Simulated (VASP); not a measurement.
# TiO2 (Rutile): quasiparticle gap under strain

How does the quasiparticle gap of TiO2 (Rutile) follow strain, and does the starting functional get the slope right? The cell is of the rutile type, one of the forms listed for this formula, which need not be the common one. The start is a cell from a database of measured crystal structures.

Method: PBE, no spin polarisation; plane waves and PAW (Ti_sv, O), in the first sound run; inputs show where later runs differ, in VASP 6.6.1.

Most raw output is cut from this account.

## (1) Starting point

It takes space group P4_2/mnm (No. 136, tetragonal). Conventional cell: a = 4.592 Å, b = 4.592 Å, c = 2.957 Å, α = 90.00°, β = 90.00°, γ = 90.00°. Ti has 6 O at 1.95 to 1.98 Å nearest. O has 3 Ti at 1.95 to 1.98 Å nearest. Farther neighbours and most contacts between anions are not listed.

Structure file:

```cif
data_structure
_symmetry_space_group_name_H-M 'P4_2/mnm'
_symmetry_Int_Tables_number 136
_cell_length_a 4.5922
_cell_length_b 4.5922
_cell_length_c 2.9574
_cell_angle_alpha 90.000
_cell_angle_beta 90.000
_cell_angle_gamma 90.000
_cell_volume 62.37
loop_
_atom_site_label
_atom_site_type_symbol
_atom_site_symmetry_multiplicity
_atom_site_Wyckoff_symbol
_atom_site_fract_x
_atom_site_fract_y
_atom_site_fract_z
_atom_site_occupancy
Ti1 Ti 2 a 0.50000 0.50000 0.50000 1
O1 O 4 f 0.80496 0.19504 0.50000 1
```

## (2) Relaxation

The atoms are relaxed first inside the given cell, which is kept (ISIF = 2), since band edges depend on the positions.

INCAR

```
SYSTEM = TiO2
PREC = Accurate
ENCUT = 520
EDIFF = 1E-06
NELM = 100
ISMEAR = 0
SIGMA = 0.05
LREAL = .FALSE.
ALGO = Normal
GGA = PE
NBANDS = 30
LASPH = .TRUE.
LWAVE = .FALSE.
LCHARG = .FALSE.
KPAR = 8
IBRION = 2
NSW = 60
ISIF = 2
EDIFFG = -0.01
```

POSCAR

```
TiO2
1.0
    4.5922000000      0.0000000000      0.0000000000
    0.0000000000      4.5922000000      0.0000000000
    0.0000000000      0.0000000000      2.9574000000
Ti O
2 4
Direct
    0.5000000000      0.5000000000      0.5000000000
    0.0000000000      0.0000000000      0.0000000000
    0.8049600000      0.1950400000      0.5000000000
    0.6950400000      0.6950400000      0.0000000000
    0.1950400000      0.8049600000      0.5000000000
    0.3049600000      0.3049600000      0.0000000000
```

KPOINTS

```
Automatic mesh
0
Gamma
5 5 7
0 0 0
```

Potentials, in the order of the species: Ti_sv and O (PBE family, release 64).

Command:

```bash
$ mpirun -np 8 vasp_std
```

The job ended after 9.6 s (8 MPI ranks of Intel Xeon 6975P-C (Granite Rapids), shared host; peak memory 1.6 GiB).

The run keeps the 16 symmetry operations of its start, so it cannot find a distortion of lower symmetry.

Relaxation path:

| step | energy less that of the first step (eV) | largest force (eV/Å) |
| --- | --- | --- |
| 1 | 0.0000 | 0.1258 |
| 2 | -0.0015 | 0.0023 |

The relaxed structure:

```cif
data_structure
_symmetry_space_group_name_H-M 'P 1'
_symmetry_Int_Tables_number 1
_cell_length_a 4.5922
_cell_length_b 4.5922
_cell_length_c 2.9574
_cell_angle_alpha 90.000
_cell_angle_beta 90.000
_cell_angle_gamma 90.000
_cell_volume 62.37
loop_
_atom_site_label
_atom_site_type_symbol
_atom_site_fract_x
_atom_site_fract_y
_atom_site_fract_z
_atom_site_occupancy
Ti1 Ti 0.50000 0.50000 0.50000 1
Ti2 Ti 0.00000 0.00000 0.00000 1
O3 O 0.80403 0.19597 0.50000 1
O4 O 0.69597 0.69597 0.00000 1
O5 O 0.19597 0.80403 0.50000 1
O6 O 0.30403 0.30403 0.00000 1
```

Numbers from this step:

```yaml
free_energy_toten: -53.6435 eV
fermi_energy: 5.167 eV
pressure: 5.774 GPa
```

At PBE, with these data sets, the largest force is down to 0.0023 eV/Å.

## (3) Ground state

This step: PBE, no spin polarisation; plane waves and PAW (Ti_sv_GW, O_GW) (VASP 6.6.1).

The orbitals come from a self-consistent PBE run with a tight EDIFF and a narrow smearing. KPOINTS_OPT adds the bands along a path, which shows whether the mesh holds the band edges.

INCAR

```
SYSTEM = TiO2
PREC = Accurate
ENCUT = 440
EDIFF = 1E-08
NELM = 100
ISMEAR = 0
SIGMA = 0.01
LREAL = .FALSE.
ALGO = Normal
GGA = PE
NBANDS = 30
LASPH = .TRUE.
LORBIT = 11
LWAVE = .TRUE.
LCHARG = .FALSE.
KPAR = 8
```

POSCAR

```
TiO2
1.0
    4.5922000000      0.0000000000      0.0000000000
    0.0000000000      4.5922000000      0.0000000000
    0.0000000000      0.0000000000      2.9574000000
Ti O
2 4
Direct
    0.5000000000      0.5000000000      0.5000000000
    0.0000000000      0.0000000000      0.0000000000
    0.8040255103      0.1959744897      0.5000000000
    0.6959744897      0.6959744897      0.0000000000
    0.1959744897      0.8040255103      0.5000000000
    0.3040255103      0.3040255103      0.0000000000
```

KPOINTS

```
Automatic mesh
0
Gamma
4 4 4
0 0 0
```

KPOINTS_OPT

```
Line mode
12
Line-mode
Reciprocal
  0.00000000   0.00000000   0.00000000 GAMMA
  0.00000000   0.50000000   0.00000000 X

  0.00000000   0.50000000   0.00000000 X
  0.50000000   0.50000000   0.00000000 M

  0.50000000   0.50000000   0.00000000 M
  0.00000000   0.00000000   0.00000000 GAMMA

  0.00000000   0.00000000   0.00000000 GAMMA
  0.00000000   0.00000000   0.50000000 Z

  0.00000000   0.00000000   0.50000000 Z
  0.00000000   0.50000000   0.50000000 R

  0.00000000   0.50000000   0.50000000 R
  0.50000000   0.50000000   0.50000000 A

  0.50000000   0.50000000   0.50000000 A
  0.00000000   0.00000000   0.50000000 Z

  0.00000000   0.50000000   0.00000000 X
  0.00000000   0.50000000   0.50000000 R

  0.50000000   0.50000000   0.00000000 M
  0.50000000   0.50000000   0.50000000 A
```

Potentials, in the order of the species: Ti_sv_GW and O_GW (PBE family, release 64).

Command:

```bash
$ mpirun -np 8 vasp_std
```

Wall time 22 s (8 MPI ranks); peak memory 1.6 GiB.

This step gave:

```
free energy (TOTEN)               : -58.2085 eV
Fermi energy                      : 4.973 eV
pressure                          : 0.8939 GPa
least gap on mesh and path        : 1.844 eV
least direct gap on mesh and path : 1.844 eV
```

The highest empty bands on the path are converged less tightly, to about 0.1 eV. The electronic bands at the labelled points (eV, zero at the valence-band top; v1 is the highest filled band, c1 the lowest empty one):

| point | v4 | v3 | v2 | v1 | c1 | c2 | c3 | c4 |
| --- | --- | --- | --- | --- | --- | --- | --- | --- |
| Γ | -0.72 | -0.47 | -0.47 | 0.00 | 1.84 | 2.13 | 2.38 | 2.48 |
| 0.55 of the way | -1.60 | -1.14 | -0.86 | -0.28 | 2.18 | 2.49 | 2.75 | 2.83 |
| X | -1.67 | -1.67 | -0.75 | -0.75 | 2.51 | 2.51 | 3.02 | 3.02 |
| 0.45 of the way | -1.52 | -1.52 | -1.06 | -1.06 | 2.29 | 2.29 | 2.79 | 2.79 |
| M | -1.33 | -1.33 | -1.09 | -1.09 | 1.88 | 1.88 | 2.51 | 2.51 |
| 0.45 of the way | -1.81 | -1.23 | -1.19 | -0.50 | 1.91 | 2.50 | 2.53 | 3.01 |
| Γ | -0.72 | -0.47 | -0.47 | 0.00 | 1.84 | 2.13 | 2.38 | 2.48 |
| 0.55 of the way | -1.72 | -1.66 | -1.66 | -0.61 | 2.24 | 2.57 | 2.91 | 3.20 |
| Z | -2.40 | -2.40 | -1.43 | -1.43 | 2.97 | 2.97 | 3.16 | 3.16 |
| 0.45 of the way | -1.88 | -1.88 | -1.61 | -1.61 | 2.52 | 2.52 | 3.17 | 3.17 |
| R | -2.05 | -2.05 | -1.05 | -1.05 | 1.90 | 1.90 | 3.19 | 3.19 |
| 0.55 of the way | -1.50 | -1.50 | -0.86 | -0.86 | 2.21 | 2.21 | 3.20 | 3.20 |
| A | -1.31 | -1.31 | -0.68 | -0.68 | 2.59 | 2.59 | 3.19 | 3.19 |
| 0.55 of the way | -1.95 | -1.68 | -1.40 | -1.34 | 2.15 | 2.80 | 3.17 | 3.18 |
| Z | -2.40 | -2.40 | -1.43 | -1.43 | 2.97 | 2.97 | 3.16 | 3.16 |
| jump to X | -1.67 | -1.67 | -0.75 | -0.75 | 2.51 | 2.51 | 3.02 | 3.02 |
| 0.45 of the way | -2.05 | -2.05 | -0.81 | -0.81 | 2.60 | 2.60 | 3.14 | 3.14 |
| R | -2.05 | -2.05 | -1.05 | -1.05 | 1.90 | 1.90 | 3.19 | 3.19 |
| jump to M | -1.33 | -1.33 | -1.09 | -1.09 | 1.88 | 1.88 | 2.51 | 2.51 |
| 0.45 of the way | -1.87 | -1.87 | -1.46 | -1.46 | 2.57 | 2.57 | 2.81 | 2.81 |
| A | -1.31 | -1.31 | -0.68 | -0.68 | 2.59 | 2.59 | 3.19 | 3.19 |

Of the projections kept (Ti, O), the largest for each band there, as a share of the weight inside these atoms' spheres; weight between the spheres isn't counted:

| point | v4 | v3 | v2 | v1 | c1 | c2 | c3 | c4 |
| --- | --- | --- | --- | --- | --- | --- | --- | --- |
| Γ | O 0.95 | O 0.97 | O 0.97 | O 0.96 | Ti 0.98 | Ti 0.90 | Ti 0.96 | Ti 1.00 |
| X | O 0.85 | O 0.85 | O 0.97 | O 0.97 | Ti 0.87 | Ti 0.87 | Ti 0.91 | Ti 0.91 |
| M | O 0.94 | O 0.94 | O 0.94 | O 0.94 | Ti 0.96 | Ti 0.96 | Ti 1.00 | Ti 1.00 |
| Γ | O 0.95 | O 0.97 | O 0.97 | O 0.96 | Ti 0.98 | Ti 0.90 | Ti 0.96 | Ti 1.00 |
| Z | O 0.84 | O 0.84 | O 0.90 | O 0.90 | Ti 0.84 | Ti 0.84 | Ti 0.96 | Ti 0.96 |
| R | O 0.76 | O 0.76 | O 0.98 | O 0.98 | Ti 0.98 | Ti 0.98 | Ti 0.97 | Ti 0.97 |

The cell has a gap of 1.84 eV on mesh and path.

## (4) Empty bands

The next step needs empty bands that the ground-state run didn't converge, so the Hamiltonian is diagonalised exactly for NBANDS bands, in a single step. LOPTICS writes the k-derivatives of the orbitals (WAVEDER), which give the long-wavelength limit of the screening.

INCAR

```
SYSTEM = TiO2
PREC = Accurate
ENCUT = 440
ISMEAR = 0
SIGMA = 0.01
LREAL = .FALSE.
GGA = PE
NBANDS = 192
LASPH = .TRUE.
ALGO = Exact
NELM = 1
LWAVE = .TRUE.
LCHARG = .FALSE.
LOPTICS = .TRUE.
NEDOS = 1000
CSHIFT = 0.1
```

POSCAR is that of step 3.

KPOINTS is that of step 3.

Command:

```bash
$ mpirun -np 8 vasp_std
```

Wall time 16 s (8 MPI ranks); peak memory 1.9 GiB.

The gap is read on the k-mesh alone, so it is an upper bound where the band edges lie off the mesh, and a coarse mesh can show a gap where there is none.

A gap read on the k-mesh alone can miss the band edges.

This step gave:

```
gap on the k-mesh              : 1.844 eV
least direct gap on the k-mesh : 1.844 eV
```

WAVECAR now holds 192 bands for 48 electrons. Its independent-particle dielectric tensor has xx, yy, zz = 7.7, 7.7, 9.4 on this mesh. It isn't tested for convergence in mesh or bands and lacks local fields, and at a small direct gap a coarse mesh makes it too large, which overscreens the GW step.

## (5) G0W0

This step: G0W0 on PBE, no spin polarisation; plane waves and PAW (Ti_sv_GW, O_GW) (VASP 6.6.1).

One pass of GW corrects the levels to first order, with G and W from the starting orbitals.

INCAR

```
SYSTEM = TiO2
PREC = Accurate
ENCUT = 440
ISMEAR = 0
SIGMA = 0.01
LREAL = .FALSE.
GGA = PE
NBANDS = 192
LASPH = .TRUE.
ALGO = EVGW0
NELMGW = 1
ENCUTGW = 120
NOMEGA = 48
PRECFOCK = Fast
NBANDSGW = 32
LWAVE = .FALSE.
LCHARG = .FALSE.
```

POSCAR is that of step 4.

KPOINTS is that of step 4.

Command:

```bash
$ mpirun -np 8 vasp_std
```

It took 4.2 min on 8 MPI ranks; peak memory 2 GiB.

Numbers from this step:

| Property | Result |
| --- | --- |
| quasiparticle gap on the mesh | 3.425 eV |
| smallest direct quasiparticle gap on the mesh | 3.479 eV |
| gap of the starting orbitals on the mesh | 1.844 eV |

GW takes the gap from 1.844 to 3.425 eV. The value holds for 192 bands, ENCUTGW = 120 eV and this mesh, and isn't shown to be converged in them. VASP warns that the automatic setting of its frequency mesh failed and advises more k points, so the value is in doubt.

## (6) Ground state of a strained cell, scale 0.98

This step: PBE, no spin polarisation; plane waves and PAW (Ti_sv_GW, O_GW) (VASP 6.6.1).

The two in-plane lattice vectors are scaled by 0.98, at the same cutoff, mesh and band count, and the chain is run again.

INCAR

```
SYSTEM = TiO2
PREC = Accurate
ENCUT = 440
EDIFF = 1E-08
NELM = 100
ISMEAR = 0
SIGMA = 0.01
LREAL = .FALSE.
ALGO = Normal
GGA = PE
NBANDS = 30
LASPH = .TRUE.
LORBIT = 11
LWAVE = .TRUE.
LCHARG = .FALSE.
KPAR = 8
```

Edit POSCAR of step 5 so:

```diff
@@ -2,4 +2,4 @@
 1.0
-    4.5922000000      0.0000000000      0.0000000000
-    0.0000000000      4.5922000000      0.0000000000
+    4.5003560000      0.0000000000      0.0000000000
+    0.0000000000      4.5003560000      0.0000000000
     0.0000000000      0.0000000000      2.9574000000
```

KPOINTS is that of step 5.

Command:

```bash
$ mpirun -np 8 vasp_std
```

Elapsed: 8.2 s, on 8 MPI ranks; peak memory 1.4 GiB.

Numbers from this step:

```
free energy (TOTEN)            : -58.0433 eV
Fermi energy                   : 5.544 eV
pressure                       : 10.75 GPa
gap on the k-mesh              : 1.919 eV
least direct gap on the k-mesh : 1.919 eV
```

The run ends at a pressure of 10.75 GPa, with forces up to 0.12 eV/Å.

## (7) Empty bands, scale 0.98

The empty bands are made again, for the run that follows.

INCAR

```
SYSTEM = TiO2
PREC = Accurate
ENCUT = 440
ISMEAR = 0
SIGMA = 0.01
LREAL = .FALSE.
GGA = PE
NBANDS = 192
LASPH = .TRUE.
ALGO = Exact
NELM = 1
LWAVE = .TRUE.
LCHARG = .FALSE.
LOPTICS = .TRUE.
NEDOS = 1000
CSHIFT = 0.1
```

POSCAR is that of step 6.

KPOINTS is that of step 6.

Command:

```bash
$ mpirun -np 8 vasp_std
```

The job ended after 14 s (8 MPI ranks; peak memory 1.8 GiB; 89 s of CPU time).

## (8) G0W0, scale 0.98

This step: G0W0 on PBE, no spin polarisation; plane waves and PAW (Ti_sv_GW, O_GW) (VASP 6.6.1).

G0W0 on the strained cell, with unchanged settings.

INCAR

```
SYSTEM = TiO2
PREC = Accurate
ENCUT = 440
ISMEAR = 0
SIGMA = 0.01
LREAL = .FALSE.
GGA = PE
NBANDS = 192
LASPH = .TRUE.
ALGO = EVGW0
NELMGW = 1
ENCUTGW = 120
NOMEGA = 48
PRECFOCK = Fast
NBANDSGW = 32
LWAVE = .FALSE.
LCHARG = .FALSE.
```

POSCAR is that of step 7.

KPOINTS is that of step 7.

Command:

```bash
$ mpirun -np 8 vasp_std
```

Wall time 3.6 min (8 MPI ranks); peak memory 1.9 GiB.

The gap is now 3.513 eV, +88 meV against the unstrained cell.

## (9) Ground state of a strained cell, scale 0.99

This step: PBE, no spin polarisation; plane waves and PAW (Ti_sv_GW, O_GW) (VASP 6.6.1).

The two in-plane lattice vectors are scaled by 0.99, at the same cutoff, mesh and band count, and the chain is run again.

INCAR

```
SYSTEM = TiO2
PREC = Accurate
ENCUT = 440
EDIFF = 1E-08
NELM = 100
ISMEAR = 0
SIGMA = 0.01
LREAL = .FALSE.
ALGO = Normal
GGA = PE
NBANDS = 30
LASPH = .TRUE.
LORBIT = 11
LWAVE = .TRUE.
LCHARG = .FALSE.
KPAR = 8
```

Edit POSCAR of step 8 so:

```diff
@@ -2,4 +2,4 @@
 1.0
-    4.5003560000      0.0000000000      0.0000000000
-    0.0000000000      4.5003560000      0.0000000000
+    4.5462780000      0.0000000000      0.0000000000
+    0.0000000000      4.5462780000      0.0000000000
     0.0000000000      0.0000000000      2.9574000000
```

KPOINTS is that of step 8.

Command:

```bash
$ mpirun -np 8 vasp_std
```

Run time: 6.4 s. Hardware: 8 MPI ranks; peak memory 1.4 GiB.

The run ends at a pressure of 5.59 GPa, with forces up to 0.054 eV/Å.

## (10) Empty bands, scale 0.99

INCAR

```
SYSTEM = TiO2
PREC = Accurate
ENCUT = 440
ISMEAR = 0
SIGMA = 0.01
LREAL = .FALSE.
GGA = PE
NBANDS = 192
LASPH = .TRUE.
ALGO = Exact
NELM = 1
LWAVE = .TRUE.
LCHARG = .FALSE.
LOPTICS = .TRUE.
NEDOS = 1000
CSHIFT = 0.1
```

POSCAR is that of step 9.

KPOINTS is that of step 9.

Command:

```bash
$ mpirun -np 8 vasp_std
```

The job ended after 13 s (8 MPI ranks; peak memory 1.9 GiB).

## (11) G0W0, scale 0.99

This step: G0W0 on PBE, no spin polarisation; plane waves and PAW (Ti_sv_GW, O_GW) (VASP 6.6.1).

INCAR

```
SYSTEM = TiO2
PREC = Accurate
ENCUT = 440
ISMEAR = 0
SIGMA = 0.01
LREAL = .FALSE.
GGA = PE
NBANDS = 192
LASPH = .TRUE.
ALGO = EVGW0
NELMGW = 1
ENCUTGW = 120
NOMEGA = 48
PRECFOCK = Fast
NBANDSGW = 32
LWAVE = .FALSE.
LCHARG = .FALSE.
```

POSCAR is that of step 10.

KPOINTS is that of step 10.

Command:

```bash
$ mpirun -np 8 vasp_std
```

Wall time 3.2 min (8 MPI ranks); peak memory 2 GiB.

The gap is now 3.466 eV, +41 meV against the unstrained cell. VASP warns that the automatic setting of its frequency mesh failed and advises more k points, so the value is in doubt.

(Part 1 of 2 ends here.)

[Lines on the potential files, build, host, timing and source positions are cut from VASP's logs without a mark.]

[Logs are printed without paths, hosts, clocks, repeated set-up lines and the standing remarks that a program may print on its own settings, such as how far it seeks lower states.]

[Hosts, paths, dates, database ids (printed as entryN), source tags and the programs' standing remarks are cut or masked in the printed files.]

[Pressures printed for these runs are not shown converged in the cutoff: they can be off by several GPa and have the wrong sign.]

[In band tables of VASP the shares of atoms and orbitals are scaled to a sum of 1 inside the atoms' spheres.]
